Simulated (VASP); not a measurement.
Here is a VASP 6.6.1 calculation.

The input INCAR:

```
PREC     = Accurate       # precision mode
ENCUT    = 600            # plane-wave cutoff, eV
EDIFF    = 1E-6           # SCF threshold, eV
ISMEAR   = 0              # smearing method
SIGMA    = 0.03           # smearing width, eV
LREAL    = False          # projectors in reciprocal space
LASPH    = True           # aspherical terms in the spheres
NELM     = 80             # most SCF steps
ALGO     = Normal         # electronic algorithm
ISIF     = 3              # what is computed and relaxed
LWAVE    = False          # write WAVECAR
LCHARG   = False          # write CHGCAR
GGA      = PS             # functional
IBRION   = 2              # ionic algorithm
NSW      = 90             # ionic steps
EDIFFG   = -0.01          # ionic threshold
KPAR     = 4
```

Contents of KPOINTS:

```
Automatic mesh
0
Gamma
  4 6 6
```

Contents of POSCAR:

```
SrCdSiS4
1.0
   10.2821000000      0.0000000000      0.0000000000
    0.0000000000      5.0775500000      3.1849500000
    0.0000000000     -5.0775500000      3.1849500000
Sr Cd Si S
2 2 2 8
Direct
    0.0000000000      0.0000000000      0.0000000000
    0.5000000000      0.0000000000      0.0000000000
    0.7500000000      0.2738600000      0.6121400000
    0.2500000000      0.6121400000      0.2738600000
    0.7500000000      0.7057000000      0.2701000000
    0.2500000000      0.2701000000      0.7057000000
    0.4166000000      0.4641000000      0.9133000000
    0.5834000000      0.9133000000      0.4641000000
    0.0834000000      0.4641000000      0.9133000000
    0.9166000000      0.9133000000      0.4641000000
    0.7500000000      0.7091000000      0.9147000000
    0.2500000000      0.9147000000      0.7091000000
    0.7500000000      0.3282000000      0.1958000000
    0.2500000000      0.1958000000      0.3282000000
```

Potentials or basis: VASP PAW PBE potentials, release 64 (Sr_sv, Cd, Si, S).

Launch:

```bash
$ cat potpaw_PBE.64/Sr_sv/POTCAR potpaw_PBE.64/Cd/POTCAR potpaw_PBE.64/Si/POTCAR potpaw_PBE.64/S/POTCAR > POTCAR
$ mpirun -np 4 vasp_std > vasp.out
```

Question: What does it give for the relaxed cell?

Answer: a = 10.259 Å, b = 5.952 Å, c = 5.952 Å, α = 115.79°, β = 90.00°, γ = 90.00°.

Question: Predict the space group after relaxing (to 0.05 Å).

Answer: Ama2 (No. 40).

The path:
```csv
step,energy change (eV),largest force (eV/Å),pressure (GPa),volume (Å³)
1,0.0000,0.2832,-0.29,332.56
2,-0.0186,0.1349,-0.18,330.46
3,-0.0208,0.1659,-0.11,329.44
4,-0.0249,0.0877,0.00,327.73
5,-0.0253,0.0639,-0.03,328.13
6,-0.0261,0.0505,0.00,327.77
7,-0.0265,0.0683,0.09,327.00
8,-0.0266,0.0534,0.07,327.18
9,-0.0270,0.0277,0.01,327.25
10,-0.0271,0.0246,-0.05,327.32
11,-0.0272,0.0226,-0.03,327.30
12,-0.0273,0.0181,0.00,327.15
13,-0.0273,0.0270,0.04,327.00
14,-0.0274,0.0217,0.03,327.04
15,-0.0276,0.0168,0.01,327.15
16,-0.0277,0.0201,0.00,327.20
17,-0.0277,0.0099,0.00,327.24
```

Caveat: the PAW data sets were made with another functional, which shifts forces and pressure a little.
